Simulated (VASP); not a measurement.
Computed with TPSS meta-GGA, VASP's PBE PAW potentials (set 64) (plane waves; VASP).

Input for VASP

File KPOINTS:
```
K-points
0
Gamma
  8 8 8
```

POSCAR:
```
KF
1
    0.0000000000     2.7069067166     2.7069067166
    2.7069067166     0.0000000000     2.7069067166
    2.7069067166     2.7069067166     0.0000000000
K F
1 1
Direct
  0.0000000000   1.0000000000   1.0000000000
  0.5000000000   0.5000000000   0.5000000000
```

INCAR:
```
ALGO  =  Normal
EDIFF  =  1E-7
ENCUT  =  520
ISIF  =  2
ISMEAR  =  0
LASPH  =  T
LCHARG  =  F
LMIXTAU  =  T
LREAL  =  F
LWAVE  =  F
METAGGA  =  TPSS
NELM  =  100
PREC  =  Accurate
SIGMA  =  0.05
SYSTEM  =  KF
```

POTCAR, in this order: K_sv F (PBE.64 set). Program: vasp_std.

Problem. What does the run give for the energy per atom (σ→0), band gap (on the k-mesh)?

Solution. 
The energy per atom (σ→0) is -8647 meV/atom and the band gap (on the k-mesh) comes out as 6.54 eV.

**OSZICAR**
```
...
DAV:  16    -0.172931395670E+02   -0.48006E-04   -0.54083E-05  1064   0.834E-02    0.378E-02
DAV:  17    -0.172931493630E+02   -0.97960E-05   -0.14374E-04   856   0.103E-01    0.196E-02
DAV:  18    -0.172931481929E+02    0.11701E-05   -0.82133E-06   740   0.350E-02    0.538E-03
DAV:  19    -0.172931493263E+02   -0.11334E-05   -0.22893E-06   752   0.171E-02    0.495E-03
DAV:  20    -0.172931502257E+02   -0.89937E-06   -0.59005E-07   820   0.686E-03    0.251E-03
DAV:  21    -0.172931505819E+02   -0.35618E-06   -0.85543E-08   580   0.334E-03    0.176E-04
DAV:  22    -0.172931505679E+02    0.14029E-07   -0.17455E-08   520   0.145E-03
   1 F= -.17293151E+02 E0= -.17293151E+02  d E =-.519909E-11
```

The compound is KF in the rock salt structure. It was relaxed first.
